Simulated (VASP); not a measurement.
OSZICAR of a VASP run on Ir (fcc):

### OSZICAR
```
       N       E                     dE             d eps       ncg     rms          rms(c)
DAV:   1     0.402925227360E+02    0.40293E+02   -0.42963E+03 10232   0.958E+02
DAV:   2    -0.984717227841E+01   -0.50140E+02   -0.48153E+02  9968   0.203E+02
DAV:   3    -0.104315239333E+02   -0.58435E+00   -0.58239E+00 14584   0.295E+01
DAV:   4    -0.104347356467E+02   -0.32117E-02   -0.32113E-02 12608   0.157E+00
DAV:   5    -0.104347597580E+02   -0.24111E-04   -0.24111E-04 15008   0.842E-02    0.160E+01
DAV:   6    -0.990949066562E+01    0.52527E+00   -0.11094E+00 11864   0.146E+01    0.639E+00
DAV:   7    -0.981416174011E+01    0.95329E-01   -0.33017E-01 13336   0.733E+00    0.157E+00
DAV:   8    -0.980896605898E+01    0.51957E-02   -0.16531E-03 10776   0.630E-01    0.807E-01
DAV:   9    -0.980683211368E+01    0.21339E-02   -0.14653E-03 12880   0.660E-01    0.230E-02
DAV:  10    -0.980683378699E+01   -0.16733E-05   -0.54346E-06 13440   0.287E-02    0.685E-03
DAV:  11    -0.980683474463E+01   -0.95764E-06   -0.49625E-07 13736   0.575E-03    0.591E-04
DAV:  12    -0.980683473518E+01    0.94496E-08   -0.58920E-09  7104   0.861E-04
   1 F= -.98068347E+01 E0= -.98067840E+01  d E =-.152184E-03
```

Task: Which electronic solver shows in the log?

Result: It is blocked Davidson (ALGO = Normal, or the opening steps of other solvers). The INCAR had ALGO = Normal.

Task: Can the final energy be trusted as converged?

Result: The run converged. It stopped with EDIFF = 1E-7, NELM = 100 (PBEsol GGA, plane waves, VASP's PBE PAW potentials (set 64)).

The compound is Ir in the fcc structure. This cell was strained or had an atom moved on purpose.
